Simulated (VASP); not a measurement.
**How strain moves the gap of CdS (Hawleyite)**

Aim: follow the gap and pressure of CdS (Hawleyite) through compression, expansion and shear. All runs use LDA. The start is a cell from a database of measured crystal structures.

Program: VASP 6.6.1. Level of theory: LDA; plane waves and PAW (Cd, S). Results are calculated unless marked as measured.

## 1. The starting structure

Symmetry: F-43m, No. 216, cubic system. The conventional cell has a = 5.833 Å, b = 5.833 Å, c = 5.833 Å, α = 90.00°, β = 90.00°, γ = 90.00°. Cd has 4 S at 2.53 Å nearest. Nearest to S lie 4 Cd at 2.53 Å. Farther neighbours and most contacts between anions are not listed.

## 2. Reference run

A single point gives energy, forces and stress at these settings. LDA, the lowest rung, knows the local density alone.

File INCAR:

```
SYSTEM = CdS
PREC = Accurate
ENCUT = 400
EDIFF = 1E-06
NELM = 100
ISMEAR = -1
SIGMA = 0.05
LREAL = .FALSE.
ALGO = Normal
GGA = CA
NBANDS = 15
LORBIT = 11
LWAVE = .FALSE.
LCHARG = .FALSE.
KPAR = 2
ISIF = 2
```

File POSCAR:

```
CdS
1.0
    0.0000000000      2.9165000000      2.9165000000
    2.9165000000      0.0000000000      2.9165000000
    2.9165000000      2.9165000000      0.0000000000
Cd S
1 1
Direct
    0.0000000000      0.0000000000      0.0000000000
    0.2500000000      0.2500000000      0.2500000000
```

File KPOINTS:

```
Automatic mesh
0
Gamma
7 7 7
0 0 0
```

The projector-augmented-wave data sets are Cd and S (LDA family, release 64).

Started as:

```
> mpirun -np 2 vasp_std
```

Log:

```text
[banner, memory and clock lines left out]
running    2 mpi-ranks, on    1 nodes
 distrk:  each k-point on    1 cores,    2 groups
 distr:  one band on    1 cores,    1 groups

 POSCAR found type information on POSCAR CdS
 POSCAR found :  2 types and       2 ions
 LDA part: xc-table for (Slater(with rela. corr.)+CA(PZ))
 , standard interpolation
 POSCAR, INCAR and KPOINTS ok, starting setup
 FFT: planning ... GRIDC
 FFT: planning ... GRID_SOFT
 FFT: planning ... GRID
 WAVECAR not read
 entering main loop
       N       E                     dE             d eps       ncg     rms          rms(c)
DAV:   1     0.973999070023E+02    0.97400E+02   -0.78388E+03   608   0.888E+02
DAV:   2    -0.424878955140E+01   -0.10165E+03   -0.97210E+02   747   0.250E+02
DAV:   3    -0.788896603278E+01   -0.36402E+01   -0.36357E+01   719   0.497E+01
DAV:   4    -0.791114083596E+01   -0.22175E-01   -0.22173E-01   803   0.382E+00
DAV:   5    -0.791144520570E+01   -0.30437E-03   -0.30437E-03   712   0.418E-01    0.811E+00
DAV:   6    -0.742632220468E+01    0.48512E+00   -0.82008E-01   907   0.123E+01    0.643E+00
DAV:   7    -0.740061077952E+01    0.25711E-01   -0.16134E-01   705   0.302E+00    0.304E+00
DAV:   8    -0.739525869483E+01    0.53521E-02   -0.17414E-02   684   0.172E+00    0.232E-01
DAV:   9    -0.739479773997E+01    0.46095E-03   -0.20661E-03   768   0.727E-01    0.523E-02
DAV:  10    -0.739479072276E+01    0.70172E-05   -0.18499E-04   705   0.164E-01    0.589E-02
DAV:  11    -0.739480283502E+01   -0.12112E-04   -0.40665E-05   691   0.651E-02    0.129E-02
DAV:  12    -0.739479698670E+01    0.58483E-05   -0.19289E-05   914   0.599E-02    0.614E-03
DAV:  13    -0.739479713672E+01   -0.15003E-06   -0.14172E-06   601   0.884E-03
   1 F= -.73947971E+01 E0= -.73947963E+01  d E =-.157588E-05
```

Elapsed: 4 s, on 2 MPI ranks of AMD EPYC 9R45, shared host; peak memory 0.23 GiB; 7.1 s of CPU time.

The logs omit lines about the potential files and the build; timing stands in the text.

Parts of OUTCAR (step 2):

```text
ion  position               nearest neighbor table
   1  0.000  0.000  0.000-   2 2.53   2 2.53   2 2.53   2 2.53
   2  0.250  0.250  0.250-   1 2.53   1 2.53   1 2.53   1 2.53

  LATTYP: Found a face centered cubic cell.
 ALAT       =     5.8330000000

 Subroutine GETGRP returns: Found 24 space group operations
 (whereof 24 operations were pure point group operations)

The static configuration has the point symmetry T_d .

 Found     20 irreducible k-points:

   k-points           NKPTS =     20   k-points in BZ     NKDIM =     20   number of bands    NBANDS=     15

   dimension x,y,z NGX =    28 NGY =   28 NGZ =   28
   dimension x,y,z NGXF=    56 NGYF=   56 NGZF=   56

   ENCUT  =  400.0 eV  29.40 Ry    5.42 a.u.   6.73  6.73  6.73*2*pi/ulx,y,z

   NELECT =      18.0000    total number of electrons

 k-points in reciprocal lattice and weights: Automatic mesh
   0.00000000  0.00000000  0.00000000       0.003
   0.14285714  0.00000000  0.00000000       0.023
   0.28571429  0.00000000  0.00000000       0.023
   0.42857143  0.00000000  0.00000000       0.023
   0.14285714  0.14285714  0.00000000       0.017
   0.28571429  0.14285714  0.00000000       0.070
   0.42857143  0.14285714  0.00000000       0.070
  -0.42857143  0.14285714  0.00000000       0.070
  -0.28571429  0.14285714  0.00000000       0.070
[...]
-0.42857143  0.42857143  0.14285714       0.070
  -0.28571429  0.42857143  0.14285714       0.070

 average (electrostatic) potential at core
       1 -40.1176       2 -89.8446

 E-fermi :   1.6067

 k-point     1 :       0.0000    0.0000    0.0000
  band No.  band energies     occupation
    ...
      5      -6.1622      2.00000
      6      -6.1622      2.00000
      7       1.1288      1.99986
      8       1.1288      1.99986
      9       1.1288      1.99986
     10       2.0187      0.00053
     11       7.4880      0.00000
     12       7.4880      0.00000
     13       7.4880      0.00000
     14      12.2052      0.00000
    ...

 k-point     2 :       0.1429    0.0000    0.0000
  band No.  band energies     occupation
    ...
      5      -6.1641      2.00000
      6      -6.1641      2.00000
      7      -0.1723      2.00000
      8       0.9682      1.99999
      9       0.9682      1.99999
     10       3.0558      0.00000
     11       7.1714      0.00000
     12       7.7410      0.00000
     13       7.7410      0.00000
     14      11.8179      0.00000
    ...

 k-point     3 :       0.2857    0.0000    0.0000
  band No.  band energies     occupation
    ...
      5      -6.1542      2.00000
      6      -6.1542      2.00000
      7      -1.8604      2.00000
      8       0.6375      2.00000
      9       0.6375      2.00000
     10       3.8023      0.00000
     11       7.3659      0.00000
     12       8.0376      0.00000
     13       8.0376      0.00000
     14      11.7984      0.00000
    ...

  Total       -0.7423712     -0.7423712     -0.7423712     -0.0000000     -0.0000000     -0.0000000
  in kB      -23.9726352    -23.9726352    -23.9726352     -0.0000000     -0.0000000     -0.0000000
  external PRESSURE =     -23.9726352 kB  Pullay stress =       0.0000000 kB

  energy-cutoff  :      400.00
  volume of cell :       49.62
      direct lattice vectors                 reciprocal lattice vectors
     0.000000000  2.916500000  2.916500000    -0.171438368  0.171438368  0.171438368
     2.916500000  0.000000000  2.916500000     0.171438368 -0.171438368  0.171438368
     2.916500000  2.916500000  0.000000000     0.171438368  0.171438368 -0.171438368

 POSITION                                       TOTAL-FORCE (eV/Angst)
 -----------------------------------------------------------------------------------
      0.00000      0.00000      0.00000        -0.000000      0.000000     -0.000000
      1.45825      1.45825      1.45825         0.000000     -0.000000      0.000000
 -----------------------------------------------------------------------------------
    total drift:                                0.000000      0.000000     -0.000000

  FREE ENERGIE OF THE ION-ELECTRON SYSTEM (eV)
  ---------------------------------------------------
  free  energy   TOTEN  =        -7.3947971367 eV

  energy  without entropy=       -7.3947955608  energy(sigma->0) =       -7.39479635

 total charge
# of ion       s       p       d       tot
------------------------------------------
    1        0.442   0.334   9.549  10.325
    2        1.324   2.373   0.000   3.697
--------------------------------------------------
tot          1.765   2.707   9.549  14.021

[... 3 further parts left out ...]
```

The gap is read on the k-mesh alone, so it is an upper bound where the band edges lie off the mesh, and a coarse mesh can show a gap where there is none. At this level the cell is under a tension of 2.4 GPa, so at these settings it is away from equilibrium.

Numbers from this step:

* SCF cycles: 13
* electrons: 18
* bands: 15
* irreducible k-points: 20
* symmetry operations: 24
* free energy (TOTEN): -7.395 eV
* Fermi energy: 1.607 eV
* pressure: -2.397 GPa
* metallic, judged on the points sampled: no
* valence top at k: 0, 0, 0
* conduction bottom at k: 0, 0, 0
* least direct gap at k: 0, 0, 0
* gap on the k-mesh: 0.8899 eV
* least direct gap on the k-mesh: 0.8899 eV

The pressure is -2.40 GPa and the largest force 0.000 eV/Å, so the cell is not at a minimum at these settings.

## 3. Bands, cell as listed

Levels along the symmetry lines show where the bands peak and cross; KPOINTS_OPT computes them in the converged potential.

Changes to INCAR since step 2:

```diff
@@ -10,3 +10,3 @@
 GGA = CA
-NBANDS = 15
+NBANDS = 21
 LORBIT = 11
@@ -15,2 +15 @@
 KPAR = 2
-ISIF = 2
```

POSCAR is that of step 2.

KPOINTS is that of step 2.

File KPOINTS_OPT:

```
Line mode
16
Line-mode
Reciprocal
  0.00000000   0.00000000   0.00000000 GAMMA
  0.50000000   0.00000000   0.50000000 X

  0.50000000   0.00000000   0.50000000 X
  0.50000000   0.25000000   0.75000000 W

  0.50000000   0.25000000   0.75000000 W
  0.37500000   0.37500000   0.75000000 K

  0.37500000   0.37500000   0.75000000 K
  0.00000000   0.00000000   0.00000000 GAMMA

  0.00000000   0.00000000   0.00000000 GAMMA
  0.50000000   0.50000000   0.50000000 L

  0.50000000   0.50000000   0.50000000 L
  0.62500000   0.25000000   0.62500000 U

  0.62500000   0.25000000   0.62500000 U
  0.50000000   0.25000000   0.75000000 W

  0.50000000   0.25000000   0.75000000 W
  0.50000000   0.50000000   0.50000000 L

  0.50000000   0.50000000   0.50000000 L
  0.37500000   0.37500000   0.75000000 K

  0.62500000   0.25000000   0.62500000 U
  0.50000000   0.00000000   0.50000000 X
```

Started as:

```
> mpirun -np 2 vasp_std
```

Log:

```text
[... set-up lines as in an earlier step ...]
 entering main loop
       N       E                     dE             d eps       ncg     rms          rms(c)
DAV:   1     0.101629246382E+03    0.10163E+03   -0.76808E+03   888   0.639E+02
DAV:   2    -0.363080066469E+01   -0.10526E+03   -0.98202E+02   955   0.195E+02
DAV:   3    -0.788883809607E+01   -0.42580E+01   -0.42350E+01   998   0.410E+01
DAV:   4    -0.791125335099E+01   -0.22415E-01   -0.22413E-01   966   0.297E+00
DAV:   5    -0.791144841898E+01   -0.19507E-03   -0.19507E-03  1016   0.255E-01    0.811E+00
DAV:   6    -0.742700379054E+01    0.48444E+00   -0.46415E-01  1108   0.881E+00    0.649E+00
DAV:   7    -0.740075309227E+01    0.26251E-01   -0.13325E-01   985   0.207E+00    0.302E+00
DAV:   8    -0.739519769204E+01    0.55554E-02   -0.13665E-02   943   0.114E+00    0.232E-01
DAV:   9    -0.739479418233E+01    0.40351E-03   -0.12554E-03  1027   0.459E-01    0.718E-02
DAV:  10    -0.739479123846E+01    0.29439E-05   -0.12053E-04   968   0.110E-01    0.591E-02
DAV:  11    -0.739479971667E+01   -0.84782E-05   -0.37853E-05   940   0.349E-02    0.223E-02
DAV:  12    -0.739479705029E+01    0.26664E-05   -0.47809E-06  1038   0.232E-02    0.723E-03
DAV:  13    -0.739479713013E+01   -0.79846E-07   -0.94458E-07   629   0.495E-03
   1 F= -.73947971E+01 E0= -.73947963E+01  d E =-.157653E-05
 Start KPOINTS_OPT (optional k-point list driver)
k-point batch [1-20\160]
       N       E                     dE             ncg
DAV:   1     0.459395625115E+03   -0.63616E+04      864
DAV:   2    -0.166976150877E+04   -0.21292E+04      963
DAV:   3    -0.175827917832E+04   -0.88518E+02      995
DAV:   4    -0.175872490897E+04   -0.44573E+00      983
DAV:   5    -0.175872860451E+04   -0.36955E-02      996
DAV:   6    -0.175872864955E+04   -0.45044E-04      974
DAV:   7    -0.175872865016E+04   -0.61044E-06      881
[...]
k-point batch [141-160\160]
       N       E                     dE             ncg
DAV:   1     0.233272668492E+03   -0.11185E+05      904
DAV:   2    -0.176687223081E+04   -0.20001E+04      935
DAV:   3    -0.184506042151E+04   -0.78188E+02     1062
DAV:   4    -0.184544835241E+04   -0.38793E+00      930
DAV:   5    -0.184545164331E+04   -0.32909E-02     1062
DAV:   6    -0.184545168492E+04   -0.41613E-04      957
DAV:   7    -0.184545168551E+04   -0.58820E-06      966
```

The job ended after 22 s (2 MPI ranks; peak memory 0.25 GiB).

OUTCAR, selected parts (step 3):

```text
The static configuration has the point symmetry T_d .

 Found     20 irreducible k-points:

   k-points           NKPTS =     20   k-points in BZ     NKDIM =     20   number of bands    NBANDS=     21

   NELECT =      18.0000    total number of electrons

 E-fermi :   1.6068

 k-point     1 :       0.0000    0.0000    0.0000
  band No.  band energies     occupation
    ...
      5      -6.1619      2.00000
      6      -6.1619      2.00000
      7       1.1289      1.99986
      8       1.1289      1.99986
      9       1.1289      1.99986
     10       2.0188      0.00053
     11       7.4881      0.00000
     12       7.4881      0.00000
     13       7.4881      0.00000
     14      12.2053      0.00000
    ...

 k-point     2 :       0.1429    0.0000    0.0000
  band No.  band energies     occupation
    ...
      5      -6.1637      2.00000
      6      -6.1637      2.00000
      7      -0.1722      2.00000
      8       0.9684      1.99999
      9       0.9684      1.99999
     10       3.0559      0.00000
     11       7.1715      0.00000
     12       7.7411      0.00000
     13       7.7411      0.00000
     14      11.8180      0.00000
    ...

  Total       -0.7462207     -0.7462207     -0.7462207     -0.0000000      0.0000000     -0.0000000
  in kB      -24.0969413    -24.0969413    -24.0969413     -0.0000000      0.0000000     -0.0000000
  external PRESSURE =     -24.0969413 kB  Pullay stress =       0.0000000 kB

 POSITION                                       TOTAL-FORCE (eV/Angst)
 -----------------------------------------------------------------------------------
      0.00000      0.00000      0.00000        -0.000000      0.000000      0.000000
      1.45825      1.45825      1.45825         0.000000     -0.000000     -0.000000
 -----------------------------------------------------------------------------------
    total drift:                                0.000000      0.000000      0.000000

  FREE ENERGIE OF THE ION-ELECTRON SYSTEM (eV)
  ---------------------------------------------------
  free  energy   TOTEN  =        -7.3947971301 eV

  energy  without entropy=       -7.3947955536  energy(sigma->0) =       -7.39479634

[... 8 parts as in an earlier step ...]

[... 5 further parts left out ...]
```

Spin-orbit coupling is off here; it would split degenerate levels.

Numbers from this step:

```yaml
bands: 21
pressure: -2.410 GPa
least_gap_on_mesh_and_path: 0.8898 eV
least_direct_gap_on_mesh_and_path: 0.8899 eV
```

The electronic bands at the labelled points (eV, zero at the valence-band top; v1 is the highest filled band, c1 the lowest empty one):

```tsv
point	v4	v3	v2	v1	c1	c2	c3	c4
Γ	-7.29	0.00	0.00	0.00	0.89	6.36	6.36	6.36
0.53 of the way	-7.24	-2.56	-1.15	-1.15	3.50	4.51	8.13	8.16
X	-6.84	-4.06	-1.92	-1.92	3.31	4.17	8.95	10.54
0.47 of the way	-6.75	-4.04	-2.12	-2.07	3.95	4.61	8.51	8.92
W	-6.65	-4.00	-2.34	-2.25	5.24	5.29	7.02	7.82
0.53 of the way	-6.68	-4.02	-2.54	-1.82	4.48	5.30	7.66	8.29
K	-6.70	-4.04	-2.61	-1.57	4.02	5.29	8.26	8.90
0.47 of the way	-7.21	-3.02	-1.56	-0.50	3.58	5.96	6.47	7.19
Γ	-7.29	0.00	0.00	0.00	0.89	6.36	6.36	6.36
0.47 of the way	-7.29	-2.38	-0.37	-0.37	2.50	6.04	6.84	6.84
L	-6.91	-4.52	-0.77	-0.77	2.78	6.84	6.84	7.23
0.53 of the way	-6.80	-4.26	-1.93	-1.12	3.94	5.71	7.49	7.66
U	-6.70	-4.04	-2.61	-1.57	4.02	5.29	8.26	8.90
0.53 of the way	-6.68	-4.02	-2.52	-1.89	4.60	5.31	7.53	8.21
W	-6.65	-4.00	-2.34	-2.25	5.24	5.29	7.02	7.82
0.47 of the way	-6.78	-4.19	-2.09	-1.32	4.32	5.56	6.99	8.31
L	-6.91	-4.52	-0.77	-0.77	2.78	6.84	6.84	7.23
0.47 of the way	-6.82	-4.31	-1.73	-1.05	3.78	5.82	7.48	7.49
K	-6.70	-4.04	-2.61	-1.57	4.02	5.29	8.26	8.90
jump to U	-6.70	-4.04	-2.61	-1.57	4.02	5.29	8.26	8.90
0.47 of the way	-6.78	-4.04	-2.24	-1.82	3.64	4.53	8.68	9.81
X	-6.84	-4.06	-1.92	-1.92	3.31	4.17	8.95	10.54
```

Of the projections kept (Cd, S), the largest for each band there, as a share of the weight inside these atoms' spheres; weight between the spheres isn't counted:

```tsv
point	v4	v3	v2	v1	c1	c2	c3	c4
Γ	Cd 1.00	S 0.79	S 0.79	S 0.79	Cd 0.54	Cd 0.99	Cd 0.99	Cd 0.99
X	Cd 0.93	Cd 0.55	S 0.78	S 0.78	Cd 0.77	Cd 0.74	S 0.80	Cd 0.53
W	Cd 0.92	S 0.51	S 0.77	S 0.69	S 0.59	Cd 0.52	Cd 0.73	Cd 0.54
K	Cd 0.93	S 0.51	S 0.71	S 0.77	Cd 0.75	S 0.53	S 0.73	Cd 0.61
Γ	Cd 1.00	S 0.79	S 0.79	S 0.79	Cd 0.54	Cd 0.99	Cd 0.99	Cd 0.99
L	Cd 0.95	S 0.59	S 0.78	S 0.78	Cd 0.69	Cd 0.90	Cd 0.90	S 0.80
```

The path finds the gap of the mesh within 0.02 eV, so the mesh comes close to both band edges.

(Continued in part 2 of 4.)

[Lines on the potential files, build, host, timing and source positions are cut from VASP's logs without a mark.]

[Logs are printed without paths, hosts, clocks, repeated set-up lines and the standing remarks that a program may print on its own settings, such as how far it seeks lower states.]

[Hosts, paths, dates, database ids (printed as entryN), source tags and the programs' standing remarks are cut or masked in the printed files.]

[A measured line is paired with the nearest computed mode of its activity, which favours agreement.]

[In band tables of VASP the shares of atoms and orbitals are scaled to a sum of 1 inside the atoms' spheres.]
